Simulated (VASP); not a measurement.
# NaCl: exact exchange and RPA correlation, part 6 of 6

Wanted: where the RPA puts the energy minimum of NaCl. The scan starts from a database cell scaled to its smallest volume. The cell is of the rock-salt type. The start is a cell from a database of measured crystal structures.

VASP 6.6.1, plane waves and PAW; the level of theory is named at each step.

So far. Step 30 (Orbitals, volume ratio 1.06): The run ends at a pressure of -0.66 GPa. Step 31 (Exact exchange, volume ratio 1.06): The Hartree-Fock energy on these orbitals is -7.1454 eV an atom.

The database entry behind the starting cell differs from other determinations of this structure, so it need not match the best structure at room temperature.

## Step 33: RPA correlation, volume ratio 1.06

This step: RPA correlation on PBE orbitals; plane waves and PAW (Cl_GW, Na_sv_GW) (VASP 6.6.1).

RPA correlation at this point.

INCAR

```
SYSTEM = NaCl
PREC = Accurate
ENCUT = 510
ISMEAR = 0
SIGMA = 0.05
LREAL = .FALSE.
GGA = PE
NBANDS = 1240
ALGO = ACFDT
ENCUTGW = 200
NOMEGA = 12
PRECFOCK = Fast
LWAVE = .FALSE.
LCHARG = .FALSE.
```

POSCAR

```
NaCl
1.0
    0.0000000000      2.8651120310      2.8651120310
    2.8651120310      0.0000000000      2.8651120310
    2.8651120310      2.8651120310      0.0000000000
Cl Na
1 1
Direct
    0.5000000000      0.5000000000      0.5000000000
    0.0000000000      0.0000000000      0.0000000000
```

KPOINTS

```
Automatic mesh
0
Gamma
4 4 4
0 0 0
```

Potentials, in the order of the species: Cl_GW and Na_sv_GW (PBE family, release 64).

The run is started by

```bash
> mpirun -np 8 vasp_std
```

Log:

```text
[banner, memory and clock lines left out]
running    8 mpi-ranks, on    1 nodes
[...]
[... a notice as in an earlier step ...]

 LDA part: xc-table for (Slater+PW92), standard interpolation
 found WAVECAR, reading the header
 POSCAR, INCAR and KPOINTS ok, starting setup
[...]
reading WAVECAR
 the WAVECAR file was read successfully
 initial charge from wavefunction
 available memory per node:     10.25 GB, setting MAXMEM to     10491

 The Fermi energy was updated, please check that it is located mid-gap
 values below the HOMO (VB) or above the LUMO (CB) will cause erroneous energies
 E-fermi :   1.2787

 the WAVEDER file was read successfully
 set NWRITE>2 for more details about minimax calculation
 number of imaginary grid points requested:      12
 number of distinct grids requested:  1
 quadrature errors minimized for energies in [ 0.494E+01, 0.557E+03 ]
 bosonic grid (T=0, re) determined with error: 0.2501E-08
 bosonic grid (re): 0.2501E-08
[...]
NQ=   2    0.2500    0.0000    0.0000,
|.........|.........|.........|.........
 performed      15080000 updates of chi_q(r,r)
 total number of BLAS operations      11186.86 Gflops
NQ=   3    0.5000    0.0000    0.0000,
|.........|.........|.........|.........
 performed      22620000 updates of chi_q(r,r)
 total number of BLAS operations      16688.45 Gflops
NQ=   4    0.2500    0.2500    0.0000,
|.........|.........|.........|.........
 performed      30160000 updates of chi_q(r,r)
 total number of BLAS operations      22226.53 Gflops
NQ=   5    0.5000    0.2500    0.0000,
|.........|.........|.........|.........
 performed      37700000 updates of chi_q(r,r)
 total number of BLAS operations      27583.35 Gflops
NQ=   6   -0.2500    0.2500    0.0000,
|.........|.........|.........|.........
 performed      45240000 updates of chi_q(r,r)
 total number of BLAS operations      33268.61 Gflops
NQ=   7    0.5000    0.5000    0.0000,
|.........|.........|.........|.........
 performed      52780000 updates of chi_q(r,r)
 total number of BLAS operations      38770.20 Gflops
NQ=   8   -0.2500    0.5000    0.2500,
|.........|.........|.........|.........
 performed      60320000 updates of chi_q(r,r)
 total number of BLAS operations      44492.57 Gflops
 entering main loop
```

It took 3.1 min on 8 MPI ranks of Intel Xeon Platinum 8124M at 3.00GHz (Skylake/Cascade Lake), shared host; peak memory 3 GiB; 25 min of CPU time.

OUTCAR, selected parts (step 33):

```text
      cutoff energy     smooth cutoff   RPA   correlation   Hartree contr. to MP2
---------------------------------------------------------------------------------
            200.000           160.000      -15.4610096468      -21.2765872905
            190.476           152.381      -15.1709342972      -20.9016955259
            181.406           145.125      -14.8735364202      -20.5178466230
            172.768           138.214      -14.5677084812      -20.1239860424
            164.541           131.632      -14.2589133434      -19.7273645199
            156.705           125.364      -13.9423789515      -19.3220181857
            149.243           119.394      -13.6240035350      -18.9158023205
            142.136           113.709      -13.3033387824      -18.5079857717
  linear regression

[... 3 parts as in an earlier step ...]

[... 1 further part left out ...]
[key lines of the parts left out:]
E-fermi :   1.2787
```

The correlation energy is -9.3135 eV an atom, +10 meV against the point before. With exact exchange the total is -16.4588 eV an atom.

## Step 34: Comparison: r2SCAN, volume ratio 1.06

This step: r2SCAN; plane waves and PAW (Cl_GW, Na_sv_GW) (VASP 6.6.1).

The comparison at this point.

INCAR

```
SYSTEM = NaCl
PREC = Accurate
ENCUT = 510
EDIFF = 1E-06
NELM = 100
ISMEAR = 0
SIGMA = 0.05
LREAL = .FALSE.
ALGO = Normal
METAGGA = R2SCAN
LASPH = .TRUE.
NBANDS = 14
LWAVE = .FALSE.
LCHARG = .FALSE.
KPAR = 8
```

POSCAR is that of step 33.

KPOINTS is that of step 33.

The run is started by

```bash
> mpirun -np 8 vasp_std
```

Log:

```text
[... set-up lines as in an earlier step ...]
 entering main loop
       N       E                     dE             d eps       ncg     rms          rms(c)
DAV:   1     0.120302E+03    0.12030E+03   -0.77984E+03   224   0.112E+03
DAV:   2    -0.108964E+02   -0.13120E+03   -0.12220E+03   254   0.328E+02
DAV:   3    -0.183436E+02   -0.74472E+01   -0.73910E+01   296   0.759E+01
DAV:   4    -0.185921E+02   -0.24854E+00   -0.24846E+00   320   0.140E+01
[...]
DAV:  13    -0.159121E+02   -0.10501E-05   -0.40099E-07   190   0.698E-03    0.349E-04
DAV:  14    -0.159121E+02   -0.30702E-05   -0.11177E-07   166   0.523E-03    0.804E-05
DAV:  15    -0.159121E+02    0.79239E-06   -0.34157E-08   154   0.243E-03
   1 F= -.15912062E+02 E0= -.15912062E+02  d E =-.788525E-26
```

Run time: 11 s. Hardware: 8 MPI ranks; peak memory 1.3 GiB; 83 s of CPU time.

OUTCAR, selected parts (step 34):

```text
  Total       -0.5701998     -0.5701998     -0.5701998     -0.0000000     -0.0000000      0.0000000
  in kB      -19.4215020    -19.4215020    -19.4215020     -0.0000000     -0.0000000      0.0000000
  external PRESSURE =     -19.4215020 kB  Pullay stress =       0.0000000 kB

 POSITION                                       TOTAL-FORCE (eV/Angst)
 -----------------------------------------------------------------------------------
      2.86511      2.86511      2.86511         0.000000      0.000000      0.000000
      0.00000      0.00000      0.00000         0.000000      0.000000      0.000000
 -----------------------------------------------------------------------------------
    total drift:                               -0.000000      0.000000      0.000000

  FREE ENERGIE OF THE ION-ELECTRON SYSTEM (eV)
  ---------------------------------------------------
  free  energy   TOTEN  =       -15.9120615459 eV

  energy  without entropy=      -15.9120615459  energy(sigma->0) =      -15.91206155

[... 2 parts as in an earlier step ...]

[... 1 further part left out ...]
[key lines of the parts left out:]
E-fermi :  -1.2724
```

Its energy is -7.9560 eV an atom, on a zero of its own.

## Step 35: Orbitals for comparison: HSE06, volume ratio 1.06

This step: PBE; plane waves and PAW (Cl_GW, Na_sv_GW) (VASP 6.6.1).

Starting orbitals, as before.

INCAR

```
SYSTEM = NaCl
PREC = Accurate
ENCUT = 510
EDIFF = 1E-05
NELM = 100
ISMEAR = 0
SIGMA = 0.05
LREAL = .FALSE.
ALGO = Normal
GGA = PE
NBANDS = 14
LORBIT = 11
LWAVE = .TRUE.
LCHARG = .FALSE.
KPAR = 8
```

POSCAR is that of step 34.

KPOINTS is that of step 34.

The run is started by

```bash
> mpirun -np 8 vasp_std
```

Log:

```text
[... set-up lines as in an earlier step ...]
 entering main loop
       N       E                     dE             d eps       ncg     rms          rms(c)
[... 10 cycles as in an earlier step ...]
DAV:  11    -0.885895E+01   -0.12748E-05   -0.19766E-06   220   0.147E-02
   1 F= -.88589537E+01 E0= -.88589537E+01  d E =-.159173E-15
 writing wavefunctions
```

Run time: 2.6 s. Hardware: 8 MPI ranks; peak memory 1.3 GiB; 17 s of CPU time.

OUTCAR, selected parts (step 35):

```text
  Total       -0.1930211     -0.1930211     -0.1930211     -0.0000000     -0.0000000      0.0000000
  in kB       -6.5744669     -6.5744669     -6.5744669     -0.0000000     -0.0000000      0.0000000
  external PRESSURE =      -6.5744669 kB  Pullay stress =       0.0000000 kB

 POSITION                                       TOTAL-FORCE (eV/Angst)
 -----------------------------------------------------------------------------------
      2.86511      2.86511      2.86511         0.000000      0.000000      0.000000
      0.00000      0.00000      0.00000        -0.000000     -0.000000     -0.000000
 -----------------------------------------------------------------------------------
    total drift:                                0.000000      0.000000      0.000000

  FREE ENERGIE OF THE ION-ELECTRON SYSTEM (eV)
  ---------------------------------------------------
  free  energy   TOTEN  =        -8.8589537315 eV

  energy  without entropy=       -8.8589537315  energy(sigma->0) =       -8.85895373

[... 2 parts as in an earlier step ...]

[... 1 further part left out ...]
[key lines of the parts left out:]
E-fermi :  -0.9166
```

The run ends at a pressure of -0.66 GPa.

## Step 36: Comparison: HSE06, volume ratio 1.06

This step: HSE06; plane waves and PAW (Cl_GW, Na_sv_GW) (VASP 6.6.1).

The comparison at this point.

INCAR

```
SYSTEM = NaCl
PREC = Accurate
ENCUT = 510
EDIFF = 1E-06
NELM = 100
ISMEAR = 0
SIGMA = 0.05
LREAL = .FALSE.
ALGO = Normal
LHFCALC = .TRUE.
AEXX = 0.25
GGA = PE
HFSCREEN = 0.2
LASPH = .TRUE.
NBANDS = 14
PRECFOCK = Fast
LWAVE = .FALSE.
LCHARG = .FALSE.
KPAR = 8
```

POSCAR is that of step 35.

KPOINTS is that of step 35.

The run starts from files that an earlier step left in the folder.

The run is started by

```bash
> mpirun -np 8 vasp_std
```

Log:

```text
[... set-up lines as in an earlier step ...]
 entering main loop
       N       E                     dE             d eps       ncg     rms          rms(c)
DAV:   1    -0.993511E+01   -0.99351E+01   -0.14042E-01   242   0.408E+00    0.292E-01
DAV:   2    -0.993552E+01   -0.41064E-03   -0.47591E-03   326   0.120E+00    0.175E-01
DAV:   3    -0.993516E+01    0.36190E-03   -0.64365E-04   308   0.487E-01    0.937E-02
DAV:   4    -0.993509E+01    0.67778E-04   -0.79001E-05   284   0.145E-01    0.534E-02
DAV:   5    -0.993507E+01    0.20460E-04   -0.10592E-05   270   0.409E-02    0.317E-02
DAV:   6    -0.993507E+01    0.69238E-05   -0.29400E-06   260   0.166E-02    0.191E-02
DAV:   7    -0.993506E+01    0.22091E-05   -0.10730E-06   196   0.109E-02    0.116E-02
DAV:   8    -0.993506E+01    0.71107E-06   -0.66143E-07   178   0.904E-03
   1 F= -.99350642E+01 E0= -.99350642E+01  d E =-.534684E-19
```

The job ended after 17 s (8 MPI ranks; peak memory 2 GiB; 2.3 min of CPU time).

From OUTCAR (step 36):

```text
 POSITION                                       TOTAL-FORCE (eV/Angst)
 -----------------------------------------------------------------------------------
      2.86511      2.86511      2.86511        -0.000000     -0.000000      0.000000
      0.00000      0.00000      0.00000         0.000000      0.000000      0.000000
 -----------------------------------------------------------------------------------
    total drift:                                0.000000     -0.000000      0.000000

  FREE ENERGIE OF THE ION-ELECTRON SYSTEM (eV)
  ---------------------------------------------------
  free  energy   TOTEN  =        -9.9350641854 eV

  energy  without entropy=       -9.9350641854  energy(sigma->0) =       -9.93506419

[... 2 parts as in an earlier step ...]

[... 1 further part left out ...]
[key lines of the parts left out:]
E-fermi :  -1.8887
```

Its energy is -4.9675 eV an atom, on a zero of its own.

## Step 37: Summary

This step: exact exchange and RPA correlation on PBE orbitals, beside r2SCAN, beside HSE06; plane waves and PAW (VASP 6.6.1).

Derived from the runs above.

This step gave:

- equilibrium volume, EXX+RPA: 21.56 Å³/atom
- bulk modulus: 29.87 GPa

The energy above the lowest point by volume; values in meV/atom:

```csv
volume (Å³/atom),PBE,EXX,EXX+RPA,r2SCAN,HSE06
20.86,20.2,38.3,2.22,4.78,12.8
21.52,9.66,22.2,0,0.411,4.83
22.19,3.01,10.9,1.20,0,0.682
22.85,0,3.74,6.04,3.32,0
23.52,0.0984,0,12.5,9.60,2.26
```

Cost is wall time times ranks on a shared host; the RPA row holds all its steps. Fits of the equation of state:

```
  level  V0 (Å³/atom)  B0 (GPa)  fit error (meV/atom)  minimum inside the series  cost a point (core minutes)
    PBE         23.16     25.24               0.01597                        yes                         0.44
    EXX         24.06     22.06               2.93e-4                         no                         1.45
EXX+RPA         21.56     29.87                0.1307                        yes                         23.1
 r2SCAN         21.91      29.8               0.03222                        yes                          1.4
  HSE06         22.67     25.41               0.01238                        yes                         2.32
```

## Step 38: Results

* PBE: V0 23.16 Å³/atom, B0 25.2 GPa
* EXX: V0 24.06 Å³/atom, B0 22.1 GPa (outside the series)
* EXX+RPA: V0 21.56 Å³/atom, B0 29.9 GPa
* r2SCAN: V0 21.91 Å³/atom, B0 29.8 GPa
* HSE06: V0 22.67 Å³/atom, B0 25.4 GPa

Exact exchange with RPA correlation puts the minimum at 21.56 Å³ an atom, with a bulk modulus of 29.9 GPa. PBE puts the volume 7.4 % above EXX+RPA, at roughly 1/52 of its cost. r2SCAN puts the volume 1.6 % above EXX+RPA, at roughly 1/17 of its cost. HSE06 puts the volume 5.1 % above EXX+RPA, at roughly 1/10 of its cost. Exact exchange and correlation are taken on one coarse mesh and aren't self-consistent; the correlation energy is extrapolated in the response cutoff by the program, which at the first volume adds -1585 meV an atom to the value at the highest cutoff and varies with the volume; a small fit error says nothing about that part. NBANDS follows the largest plane-wave count of any k point, which rises in steps with the volume. The cheaper functionals share the mesh. Not tabulated here, as repeats of values shown or as unfit to read for their mesh, reference level or band range: eps2 curves (empty bands); eps1 curves and static values (empty bands); gaps (empty bands).

[Long decimals in the printed logs are rounded to 6 places.]

[Lines on the potential files, build, host, timing and source positions are cut from VASP's logs without a mark.]

[Logs are printed without paths, hosts, clocks, repeated set-up lines and the standing remarks that a program may print on its own settings, such as how far it seeks lower states.]

[Hosts, paths, dates, database ids (printed as entryN), source tags and the programs' standing remarks are cut or masked in the printed files.]

[Measured values are set beside computed ones only where the two were judged alike; some that the calculation misses by far are left out.]

[Pressures printed for these runs are not shown converged in the cutoff: they can be off by several GPa and have the wrong sign.]
